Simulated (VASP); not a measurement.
An input for Quantum ESPRESSO's pw.x (written as the equivalent of a VASP run, and not itself run):

```
&CONTROL
  calculation = 'vc-relax'
  pseudo_dir = './pseudo'
  outdir = './out'
  tprnfor = .true.
  tstress = .true.
  nstep = 60
  forc_conv_thr = 0.00039
/
&SYSTEM
  ibrav = 0
  nat = 2
  ntyp = 2
  ecutwfc = 92
  occupations = 'smearing'
  smearing = 'gaussian'
  degauss = 0.003675
  input_dft = 'pz'
/
&ELECTRONS
  conv_thr = 7.3e-08
  electron_maxstep = 100
/
&IONS
/
&CELL
/
ATOMIC_SPECIES
  Cu 63.546 Cu.upf
  I 126.904 I.upf
CELL_PARAMETERS angstrom
    -0.0000000    2.9328301    2.9328301
     2.9328301    0.0000000    2.9328301
     2.9328301    2.9328301   -0.0000000
ATOMIC_POSITIONS crystal
  Cu   0.0000000  0.0000000  0.0000000
  I    0.2500000  0.2500000  0.2500000
K_POINTS automatic
  7 7 7 0 0 0
```

Write the VASP files for the same calculation (LDA).

One answer among several that fit: 
### KPOINTS
```
Automatic
0
gamma
 7 7 7
0 0 0
```

### POSCAR
```
CuI
1
   -0.0000000000     2.9328301104     2.9328301104
    2.9328301104     0.0000000000     2.9328301104
    2.9328301104     2.9328301104    -0.0000000000
Cu I
1 1
Direct
  0.0000000000   0.0000000000   0.0000000000
  0.2500000000   0.2500000000   0.2500000000
```

### INCAR
```
! general
SYSTEM  = CuI
PREC    = Accurate
ENCUT   = 520
LREAL   = .FALSE.
LASPH   = .TRUE.

! electronic loop
EDIFF   = 1E-6
NELM    = 100
ALGO    = Normal
LMAXMIX = 4

! smearing
ISMEAR  = 0
SIGMA   = 0.05

! ions
IBRION  = 2
NSW     = 60
ISIF    = 3
EDIFFG  = -0.01

! output
LWAVE   = .FALSE.
LCHARG  = .FALSE.
```

POTCAR, in this order: Cu I (LDA.64 set). Program: vasp_std.

What does not carry over: the potentials are each code's own (VASP's PAW set, PseudoDojo norm-conserving files in pw.x), so ENCUT and ecutwfc are chosen apart and not converted; conv_thr bounds pw.x's estimated SCF error, while EDIFF bounds the energy change between steps; forc_conv_thr acts on force components and is met together with etot_conv_thr.

The compound is CuI in the zinc blende structure. This run relaxes it. Symmetry was kept, so distortions that lower it aren't found. The start is the result of an earlier pass.
